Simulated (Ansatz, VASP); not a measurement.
# Sn: VASP beside Ansatz

One calculation is typed for both programs; each brings its own data sets. How far apart do they land? The cell is taken from a series of runs on this material, whose earlier steps may have relaxed, scaled, displaced or heated it; both programs get it as it stands.

Calculated with Ansatz 0.2.0; plane waves, with VASP 6.6.1 beside it; zone-centre phonons at PBEsol.

## Step 1: The starting structure

The structure is orthorhombic, space group Imma (No. 74). The conventional cell has a = 4.486 Å, b = 4.637 Å, c = 6.631 Å, α = 90.00°, β = 90.00°, γ = 90.00°. Nearest to Sn lie 4 Sn at 2.81 to 2.83 Å.

## Step 2: VASP: zone-centre phonons, PBEsol

Second derivatives magnify differences that forces hide, and they need a tight electronic threshold.

Lines of VASP's logs that name or quote its potential files are left out, and so is its time.

Contents of INCAR:

```
SYSTEM = Sn
PREC = Accurate
ENCUT = 500
EDIFF = 1E-08
NELM = 120
ISMEAR = 1
SIGMA = 0.2
LREAL = .FALSE.
ALGO = Normal
GGA = PS
NBANDS = 20
LORBIT = 11
LWAVE = .FALSE.
LCHARG = .FALSE.
ISIF = 2
IBRION = 8
LASPH = .TRUE.
GGA_COMPAT = .FALSE.
KPAR = 2
```

Contents of POSCAR:

```
Sn
1.0
   -0.0534325014      3.2256111742      3.3155392632
    3.2256111742     -0.0534325014      3.3155392632
    3.1721786728      3.1721786728      0.0000000000
Sn
2
Direct
    0.4970675161      0.4970675161      0.5029324839
    0.7529324839      0.7529324839      0.7470675161
```

Contents of KPOINTS:

```
Automatic mesh
0
Gamma
12 12 12
0 0 0
```

PAW data sets: Sn_d (PBE family, release 64).

Run with:

```console
mpirun -np 2 vasp_std
```

Numbers of over 12 decimals in the logs are rounded to 6 here.

What it wrote:

```text
[banner, memory and clock lines left out]
running    2 mpi-ranks, on    1 nodes
 distrk:  each k-point on    1 cores,    2 groups
 distr:  one band on    1 cores,    1 groups

 POSCAR found type information on POSCAR Sn
 POSCAR found :  1 types and       2 ions
|                                                                             |
|               ----> ADVICE to this user running VASP <----                  |
|                                                                             |
|     You enforced a specific xc type in the INCAR file but a different       |
|     [... a line on the potential file left out ...]
|     I HOPE YOU KNOW WHAT YOU ARE DOING!                                     |
|                                                                             |

 LDA part: xc-table for (Slater+PW92), standard interpolation
 POSCAR, INCAR and KPOINTS ok, starting setup
 FFT: planning ... GRIDC
 FFT: planning ... GRID_SOFT
 FFT: planning ... GRID
 WAVECAR not read
 entering main loop
       N       E                     dE             d eps       ncg     rms          rms(c)
DAV:   1     0.221239116889E+03    0.22124E+03   -0.14808E+04 11248   0.198E+03
DAV:   2     0.145186003363E+02   -0.20672E+03   -0.20299E+03 11240   0.438E+02
DAV:   3    -0.782218587334E+01   -0.22341E+02   -0.22203E+02 12832   0.141E+02
DAV:   4    -0.853188855140E+01   -0.70970E+00   -0.70935E+00 12720   0.285E+01
DAV:   5    -0.855663917666E+01   -0.24751E-01   -0.24750E-01 15316   0.518E+00    0.323E+00
DAV:   6    -0.848643516987E+01    0.70204E-01   -0.44146E-02 15080   0.277E+00    0.182E+00
DAV:   7    -0.845285802441E+01    0.33577E-01   -0.55224E-02 12540   0.264E+00    0.166E-01
DAV:   8    -0.845377103349E+01   -0.91301E-03   -0.70894E-03 12380   0.102E+00    0.548E-02
DAV:   9    -0.845402049117E+01   -0.24946E-03   -0.34193E-04 13824   0.141E-01    0.137E-02
DAV:  10    -0.845403647672E+01   -0.15986E-04   -0.25419E-05 13252   0.454E-02    0.525E-03
DAV:  11    -0.845403836689E+01   -0.18902E-05   -0.36553E-06 13936   0.134E-02    0.134E-03
DAV:  12    -0.845403832184E+01    0.45046E-07   -0.36754E-07 13016   0.568E-03    0.658E-04
DAV:  13    -0.845403833724E+01   -0.15400E-07   -0.36305E-08 11096   0.145E-03    0.195E-04
DAV:  14    -0.845403833834E+01   -0.10937E-08   -0.40077E-09  7460   0.647E-04
   1 F= -.84540383E+01 E0= -.84540604E+01  d E =0.662862E-04
 Linear response reoptimize wavefunctions to high precision
DAV:   1    -0.845403834276E+01   -0.44261E-08   -0.16283E-09  7976   0.534E-04
DAV:   2    -0.845403834280E+01   -0.35470E-10   -0.39605E-10  6448   0.213E-04
 Linear response DOF=           2
 Linear response progress:
  Degree of freedom:   1/  2
       N       E                     dE             d eps       ncg     rms          rms(c)
RMM:   1    -0.214038087764E+00   -0.21404E+00    0.56924E-01 43516   0.101E+01
RMM:   2    -0.220713726555E+00   -0.66756E-02   -0.19799E-02 60811   0.117E+00    0.696E-02
RMM:   3    -0.220877386528E+00   -0.16366E-03   -0.16238E-03 64061   0.324E-01    0.324E-02
RMM:   4    -0.220781489219E+00    0.95897E-04   -0.11563E-04 63560   0.979E-02    0.114E-02
RMM:   5    -0.220770295330E+00    0.11194E-04   -0.17693E-05 65028   0.331E-02    0.389E-03
RMM:   6    -0.220770170996E+00    0.12433E-06   -0.12415E-06 64422   0.955E-03    0.186E-03
RMM:   7    -0.220768005283E+00    0.21657E-05   -0.21277E-07 64065   0.345E-03    0.321E-04
RMM:   8    -0.220765571249E+00    0.24340E-05    0.94743E-07 66450   0.123E-03    0.247E-04
RMM:   9    -0.220763521790E+00    0.20495E-05    0.33777E-07 65478   0.508E-04    0.576E-05
RMM:  10    -0.220763990611E+00   -0.46882E-06    0.68849E-08 68852   0.206E-04    0.316E-05
RMM:  11    -0.220763975598E+00    0.15012E-07    0.60365E-08 66560   0.104E-04    0.544E-06
RMM:  12    -0.220763968503E+00    0.70946E-08    0.49368E-08 71265   0.557E-05    0.527E-06
 first order change of Fermi-energy   0.30941E-04
 force on displaced ion       1 direction 1 :  -7.401   0.012   0.000
 Linear response progress:
  Degree of freedom:   2/  2
       N       E                     dE             d eps       ncg     rms          rms(c)
RMM:   1    -0.214272879874E+00   -0.21427E+00    0.53532E-01 14043   0.992E+00
RMM:   2    -0.220927298516E+00   -0.66544E-02   -0.19862E-02 19626   0.117E+00    0.708E-02
RMM:   3    -0.221091670236E+00   -0.16437E-03   -0.16328E-03 20696   0.325E-01    0.330E-02
RMM:   4    -0.220998609214E+00    0.93061E-04   -0.11522E-04 20622   0.980E-02    0.114E-02
RMM:   5    -0.220989348639E+00    0.92606E-05   -0.15990E-05 21001   0.330E-02    0.381E-03
RMM:   6    -0.220988926172E+00    0.42247E-06   -0.13769E-06 20700   0.959E-03    0.180E-03
RMM:   7    -0.220986442928E+00    0.24832E-05   -0.24948E-07 20645   0.350E-03    0.293E-04
RMM:   8    -0.220984006210E+00    0.24367E-05   -0.17833E-08 21415   0.125E-03    0.227E-04
RMM:   9    -0.220981885412E+00    0.21208E-05    0.15359E-08 21015   0.517E-04    0.525E-05
RMM:  10    -0.220982368024E+00   -0.48261E-06    0.47959E-08 22062   0.216E-04    0.326E-05
RMM:  11    -0.220982304499E+00    0.63525E-07    0.43956E-08 21349   0.110E-04    0.641E-06
RMM:  12    -0.220982292821E+00    0.11678E-07    0.23007E-08 22764   0.599E-05    0.592E-06
RMM:  13    -0.220982279800E+00    0.13021E-07    0.29557E-08 22166   0.367E-05    0.333E-06
RMM:  14    -0.220982263208E+00    0.16591E-07    0.11726E-08 22575   0.261E-05    0.176E-06
RMM:  15    -0.220982240241E+00    0.22968E-07    0.86337E-09 21723   0.212E-05    0.192E-07
RMM:  16    -0.220982243766E+00   -0.35255E-08    0.19150E-09 15387   0.180E-05    0.434E-07
 first order change of Fermi-energy  -0.50054E+00
 force on displaced ion       1 direction 3 :   0.000   0.000  -7.621
 Linear response finished
```

From OUTCAR (step 2):

```text
ion  position               nearest neighbor table
   1  0.497  0.497  0.503-   2 2.81   2 2.81   2 2.83   2 2.83
   2  0.753  0.753  0.747-   1 2.81   1 2.81   1 2.83   1 2.83

  LATTYP: Found a body centered orthorhombic cell.
 ALAT       =     4.4861381013
 B/A-ratio  =     1.0336882042
 C/A-ratio  =     1.4781262584

 Subroutine GETGRP returns: Found  8 space group operations
 (whereof  4 operations were pure point group operations)

The static configuration has the point symmetry C_2v.
 The point group associated with its full space group is D_2h.

 Found    280 irreducible k-points:

   k-points           NKPTS =    280   k-points in BZ     NKDIM =    280   number of bands    NBANDS=     20

   dimension x,y,z NGX =    36 NGY =   36 NGZ =   36
   dimension x,y,z NGXF=    72 NGYF=   72 NGZF=   72

   ENCUT  =  500.0 eV  36.75 Ry    6.06 a.u.   8.43  8.43  8.18*2*pi/ulx,y,z

   NELECT =      28.0000    total number of electrons

 k-points in reciprocal lattice and weights: Automatic mesh
   0.00000000  0.00000000  0.00000000       0.001
   0.08333333  0.00000000  0.00000000       0.002
   0.16666667  0.00000000  0.00000000       0.002
   0.25000000  0.00000000  0.00000000       0.002
   0.33333333  0.00000000  0.00000000       0.002
   0.41666667  0.00000000  0.00000000       0.002
   0.50000000  0.00000000  0.00000000       0.001
   0.08333333  0.08333333  0.00000000       0.001
   0.16666667  0.08333333  0.00000000       0.002
[...]
0.25000000  0.25000000  0.50000000       0.001
  -0.25000000  0.25000000  0.50000000       0.001

 average (electrostatic) potential at core
       1-101.4054       2-101.4054

  Total        0.3508903      0.3508903     -0.0291743      0.3794735      0.0000000      0.0000000
  in kB        8.1506634      8.1506634     -0.6776767      8.8146077      0.0000000      0.0000000
  external PRESSURE =       5.2078834 kB  Pullay stress =       0.0000000 kB

  energy-cutoff  :      500.00
  volume of cell :       68.97
      direct lattice vectors                 reciprocal lattice vectors
    -0.053432501  3.225611174  3.315539263    -0.152483483  0.152483483  0.150805031
     3.225611174 -0.053432501  3.315539263     0.152483483 -0.152483483  0.150805031
     3.172178673  3.172178673  0.000000000     0.157620378  0.157620378 -0.150805031

 POSITION                                       TOTAL-FORCE (eV/Angst)
 -----------------------------------------------------------------------------------
      3.17218      3.17218      3.29609         0.000000      0.000000      0.000753
      4.75827      4.75827      4.99275        -0.000000     -0.000000     -0.000753
 -----------------------------------------------------------------------------------
    total drift:                               -0.000000     -0.000000      0.000000

 Eigenvectors and eigenvalues of the dynamical matrix
 ----------------------------------------------------

   1 f  =    5.601650 THz    35.196203 2PiTHz  186.850923 cm-1    23.166551 meV
             X         Y         Z           dx          dy          dz
      3.172179  3.172179  3.296094     0.000000    0.000000   -0.707107
      4.758268  4.758268  4.992754     0.000000    0.000000    0.707107

   2 f  =    5.524842 THz    34.713609 2PiTHz  184.288907 cm-1    22.848902 meV
             X         Y         Z           dx          dy          dz
      3.172179  3.172179  3.296094     0.500000   -0.500000    0.000000
      4.758268  4.758268  4.992754    -0.500000    0.500000    0.000000

   3 f  =    5.515600 THz    34.655538 2PiTHz  183.980621 cm-1    22.810679 meV
             X         Y         Z           dx          dy          dz
      3.172179  3.172179  3.296094    -0.500000   -0.500000    0.000000
      4.758268  4.758268  4.992754     0.500000    0.500000    0.000000

   4 f  =    0.000000 THz     0.000000 2PiTHz    0.000002 cm-1     0.000000 meV
             X         Y         Z           dx          dy          dz
      3.172179  3.172179  3.296094    -0.290831    0.644529    0.000000
      4.758268  4.758268  4.992754    -0.290831    0.644529    0.000000

   5 f  =    0.000000 THz     0.000000 2PiTHz    0.000000 cm-1     0.000000 meV
             X         Y         Z           dx          dy          dz
      3.172179  3.172179  3.296094     0.000000    0.000000    0.707107
      4.758268  4.758268  4.992754     0.000000    0.000000    0.707107

   6 f/i=    0.000000 THz     0.000000 2PiTHz    0.000001 cm-1     0.000000 meV
             X         Y         Z           dx          dy          dz
      3.172179  3.172179  3.296094     0.644529    0.290831    0.000000
      4.758268  4.758268  4.992754     0.644529    0.290831    0.000000

 ELASTIC MODULI CONTR FROM IONIC RELAXATION (kBar)
 Direction    XX          YY          ZZ          XY          YZ          ZX
 --------------------------------------------------------------------------------
 XX          -0.2529     -0.2529     -0.6711     -7.3733      0.0000     -0.0000
 YY          -0.2529     -0.2529     -0.6711     -7.3733      0.0000     -0.0000
 ZZ          -0.6711     -0.6711     -1.7809    -19.5666      0.0000     -0.0000
 XY          -7.3733     -7.3733    -19.5666   -214.9798      0.0000     -0.0000
 YZ           0.0000      0.0000      0.0000      0.0000   -222.5197    -20.2699
 ZX          -0.0000     -0.0000     -0.0000     -0.0000    -20.2699   -208.0744
 --------------------------------------------------------------------------------
```

## Step 3: Ansatz: zone-centre phonons, PBEsol

Ansatz runs on its PAW soft_1 files.

The same cell, functional, mesh and smearing now go to Ansatz, which takes its cutoff from its data sets.

Contents of input.yaml:

```yaml
crystal:
  lattice:
    - [-0.0534325014, 3.2256111742, 3.3155392632]
    - [3.2256111742, -0.0534325014, 3.3155392632]
    - [3.1721786728, 3.1721786728, 0.0]
  atoms:
    - { symbol: Sn, position: [0.4970675161, 0.4970675161, 0.5029324839] }
    - { symbol: Sn, position: [0.7529324839, 0.7529324839, 0.7470675161] }
kpoints:
  mp_grid: { grid: [12, 12, 12] }
hamiltonian:
  xc: pbesol
  pseudopotentials: { kind: paw, azcp: { folder: soft_1 }, xc_functional: pbe }
scf:
  occupations: { method: methfessel_paxton, width: 0.2 }
output:
  eigenvalues: true
phonons:
  method: dfpt
```

Run with:

```console
ansatz run input.yaml --threads 4 --pin off --max-ram 10240MiB --backend cpu --events-out ev --progress --plain --runs-dir out
```

What it wrote:

```text
zone centre: on kpoints.mp_grid the ground state, and the responses unless they are solved on pairs of k-points, stand on 476 of the mesh's 1728 k-points, reduced under 2 symmetry operations, with k and −k counted as one. Each operation leaves every solved displacement unchanged or reverses it
Engine: ansatz 0.2.0, x86_64-unknown-linux-gnu
Pseudopotentials: kind: paw
Pseudopotential: Sn, paw, valence charge 14, recommended cutoff 420 eV (normal), soft_1/Sn.paw.azcp
Functional definition: PBEsol
  exchange = pbesol_x
  correlation = pbesol_c
Crystal: 2 atoms, lattice volume = 68.975 Å³
Basis set: ecut = 420 eV, 1351 PW (Γ), exchange–correlation on 64×64×64 points (8 copies of the dense FFT grid, shifted against one another)
Bands: 18, of which v1, the nominal top of the filled ones, is band 14 counted from 1 (13 counted from 0)
Symmetry: 8 space group operations
k-points: 476 of 1728 (irreducible under 2 space group operations, time reversal used)
Non-local potential: Sn, projectors of the file, l = 0: 2, l = 1: 2, l = 2: 2, l = 3: 1
PAW form: soft (Blöchl's): semilocal exchange-correlation on the pseudo side does not see the compensation charge
PAW frozen core: Sn, regenerated for the run's functional, and the local potential with it (the file was generated under x = pbe(κ = 0.804, μ = 0.219515), c = pbe(β = 0.066725))
PAW one-centre angular grid: Sn, 590 points (default); XC on 64 Gauss nodes
Initial density: superposition of atomic densities (chi_scale 0.1, normalization cell)
Initial wavefunctions: pseudopotential atomic-orbital guess
Functional: x = pbesol(κ = 0.804, μ = 0.123457), c = pbesol(β = 0.046)
SCF iter   1: F=—  HF=-11899.705877 eV  |F-HF|=—  |Δ(HF+E_count)|=         —  Δρ=2.15e-2  dr2=3.37e-1  ethr=3.10e-3  ⟨swp⟩=5.6  Hψ=45168  notcnv=0
preconditioner: auto → Kerker (q_TF=auto, 2.348 Å⁻¹)  [metal: Δε(μ)=0.030 eV  Ē_g=19.912 eV  σ=0.200 eV  W_gap=0.13  n_scr=14 (ndim 8)  ℏωp=23.7 eV  f_vac=0.006  D(μ)=0.13/eV (n_scr^D=0)]
SCF iter   2: F=—  HF=-11899.664749 eV  |F-HF|=—  |Δ(HF+E_count)|=   4.11e-2  S|Δr|=    0.00e0  Δρ=1.40e-2  dr2=1.62e-1  ethr=1.20e-3  ⟨swp⟩=1.0  Hψ=12376  notcnv=0
SCF iter   3: F=—  HF=-11899.633044 eV  |F-HF|=—  |Δ(HF+E_count)|=   3.17e-2  S|Δr|=    0.00e0  Δρ=2.59e-3  dr2=1.31e-2  ethr=5.77e-4  ⟨swp⟩=1.0  Hψ=8568  notcnv=0
SCF iter   4: F=—  HF=-11899.633672 eV  |F-HF|=—  |Δ(HF+E_count)|=   6.28e-4  S|Δr|=    0.00e0  Δρ=1.41e-3  dr2=2.70e-3  ethr=4.67e-5  ⟨swp⟩=2.0  Hψ=10405  notcnv=0
SCF iter   5: F=—  HF=-11899.634796 eV  |F-HF|=—  |Δ(HF+E_count)|=   1.12e-3  S|Δr|=    0.00e0  Δρ=2.96e-4  dr2=8.04e-5  ethr=9.63e-6  ⟨swp⟩=2.0  Hψ=10475  notcnv=0
SCF iter   6: F=—  HF=-11899.634873 eV  |F-HF|=—  |Δ(HF+E_count)|=   7.67e-5  S|Δr|=    0.00e0  Δρ=5.72e-5  dr2=1.72e-6  ethr=2.87e-7  ⟨swp⟩=2.1  Hψ=11193  notcnv=0
SCF iter   7: F=—  HF=-11899.634880 eV  |F-HF|=—  |Δ(HF+E_count)|=   6.89e-6  S|Δr|=    0.00e0  Δρ=1.17e-5  dr2=1.12e-7  ethr=6.15e-9  ⟨swp⟩=2.1  Hψ=10764  notcnv=0
SCF iter   8: F=—  HF=-11899.634880 eV  |F-HF|=—  |Δ(HF+E_count)|=   2.05e-7  S|Δr|=    0.00e0  Δρ=3.80e-6  dr2=1.60e-8  ethr=3.99e-10  ⟨swp⟩=3.0  Hψ=15501  notcnv=0
SCF iter   9: F=—  HF=-11899.634880 eV  |F-HF|=—  |Δ(HF+E_count)|=   7.53e-9  S|Δr|=    0.00e0  Δρ=1.42e-6  dr2=2.65e-9  ethr=5.71e-11  ⟨swp⟩=2.1  Hψ=10671  notcnv=0
SCF iter  10: F=—  HF=-11899.634880 eV  |F-HF|=—  |Δ(HF+E_count)|=   1.44e-9  S|Δr|=    0.00e0  Δρ=6.00e-7  dr2=3.35e-10  ethr=9.45e-12  ⟨swp⟩=2.0  Hψ=10468  notcnv=0
SCF iter  11: F=—  HF=-11899.634880 eV  |F-HF|=—  |Δ(HF+E_count)|=  3.35e-10  S|Δr|=    0.00e0  Δρ=1.33e-7  dr2=1.71e-11  ethr=1.20e-12  ⟨swp⟩=2.0  Hψ=10489  notcnv=0
SCF iter  12: F=-11899.634880 eV  HF=-11899.634880 eV  |F-HF|=0.00e0  |Δ(HF+E_count)|=  2.91e-11  S|Δr|=    0.00e0  Δρ=6.88e-8  dr2=2.50e-12  ethr=1.00e-12  ⟨swp⟩=6.7  Hψ=39481  notcnv=0
SCF 1 converged in 12 iterations: F = -11899.634880 eV  dr2 = 2.50e-12
  greatest PAW one-centre occupation: 0.991 electrons in one spin orbital (limit 2), on the Sn atom at site 1 (counted from 0), in its partial waves of l = 2
DFPT response loops at Γ: preconditioner auto → Kerker (q_TF=auto, 2.348 Å⁻¹) (partly filled bands, converged f_vac=0.082); β = 1.00, the filter's whole step (`scf.mixing.beta` (0.50) is not read by the response loops under this deck's `scf.mixing.preconditioner`; to damp them name `kerker` or `kerker_dos`, under which they read `scf.mixing.beta`, and type it under 1.00, their step now; both keys bind the ground state too); Broyden in place of MSR1
SCF converged after 12 iterations
Stability not checked: this state was not tested for a lower state beside it, because cold or Methfessel-Paxton smearing, or corrected tetrahedra, fill the levels in a way that the test cannot read (fill_not_monotonic; see scf.lower_state_search)
Free energy (F): -11899.634880 eV
Harris-Foulkes:  -11899.634880 eV  (|F-HF|=0.00e0)
Internal energy: -11899.634941 eV  (E = F + TS)
E sigma→0 (E₀):  -11899.634896 eV
Entropy (-TS):   0.000061 eV (0.031 meV/atom)
Fermi energy:    7.608913 eV
--- Per-component energies (eV) ---
  E_band       = -252.582128
  E_kinetic    = 337.110393
  E_local      = -2632.675395  (includes V_loc(G=0)·N_el)
  E_nonlocal   = 293.868166
  E_hartree    = 1279.120113
  E_xc         = -249.077125
  E_vxc        = -160.460037  (∫ρ·V_xc dr)
  E_paw        = -8592.671087  (= ΣΔE_a)
  E_vpaw       = -648.666083  (= ΣTr[D̂ρ^β])
  E_aug_tail   = 0.000579  (compensation charges beyond the density's cutoff)
  E_ewald      = -2335.880263
  E_core_change = 0.569679  (= ΣΔE_core)
  E_smearing   = 0.000061  (= −TS)
  E_closure    = -0.000000  (closes the sum)
  Σ components = -11899.634880   (vs F -11899.634880, Δ=0.00e0)
--- Band table (eV; the first three rows and the last of 476) ---
  k-point 0: bands = [... 10 lower, -2.9564, 6.8182, 7.5638, 7.6076, 7.9175, 9.6288, 9.8253, 9.8590]
  k-point 1: bands = [... 10 lower, -2.8878, 6.0546, 7.4726, 7.5325, 8.0633, 9.8152, 9.9500, 10.1931]
  k-point 2: bands = [... 10 lower, -2.6846, 4.8486, 7.1865, 7.2163, 8.0110, 10.2196, 10.2966, 11.0231]
  k-point 475: bands = [... 10 lower, 0.0025, 0.0837, 5.1089, 5.4471, 8.2631, 8.7268, 15.1521, 15.3139]
--- Phonons (Γ-DFPT): 2 representative perturbations + reference, on 476 of 1728 k-points (Σ response iterations 6) ---
  k mesh reduced under 2 symmetry operations, with k and −k counted as one. Each operation leaves every solved displacement unchanged or reverses it
  ASR residual: 1.511e-5 → 0.000e0 eV/Å²; symmetrization residual: 1.127e-12 eV/Å²
  ASR residual per site (eV/Å²): 1.51e-5 1.51e-5
  Γ frequencies (cm⁻¹): 0.00 0.00 0.00 183.73 183.81 186.62
  non-analytic LO–TO correction: not included (Born effective charges unavailable; polar crystals: no LO–TO splitting at Γ)
```

The column dr2 measures how far the density is from self-consistency, as an energy; F and HF (Harris–Foulkes) agree once it is small.

## Step 4: Side by side

Known differences besides the potentials themselves: the cutoff is 420 eV in Ansatz and 500 eV in VASP; Ansatz makes its cores anew for this functional, VASP keeps those of its PBE data sets. Total energies have different zeros and are not compared.

Both answers:

| quantity | Ansatz | VASP | difference |
| --- | --- | --- | --- |
| optical mode 1 (cm⁻¹) | 183.7 | 184.0 | -0.14 % |
| optical mode 2 (cm⁻¹) | 183.8 | 184.3 | -0.26 % |
| optical mode 3 (cm⁻¹) | 186.6 | 186.9 | -0.12 % |

Modes are paired by rising frequency, not by their patterns, so a pair may set unlike modes beside each other; they are those without the splitting of longitudinal modes.

## Step 5: Outcome

| Quantity | Value |
| --- | --- |
| r.m.s. difference of the optical zone-centre modes, each program's sorted by frequency (zone-centre phonons, PBEsol) | 0.34 cm⁻¹ |

The r.m.s. difference of the optical zone-centre modes, each program's sorted by frequency is 0.34 cm⁻¹ (zone-centre phonons, PBEsol). Such differences can come from data sets, numerical settings and the points named under the comparisons, not from the functional's error against experiment.

[Lines on the potential files, build, host, timing and source positions are cut from VASP's logs without a mark.]

[Logs are printed without paths, hosts, clocks, repeated set-up lines and the standing remarks that a program may print on its own settings, such as how far it seeks lower states.]

[Hosts, paths, dates, database ids (printed as entryN), source tags and the programs' standing remarks are cut or masked in the printed files.]
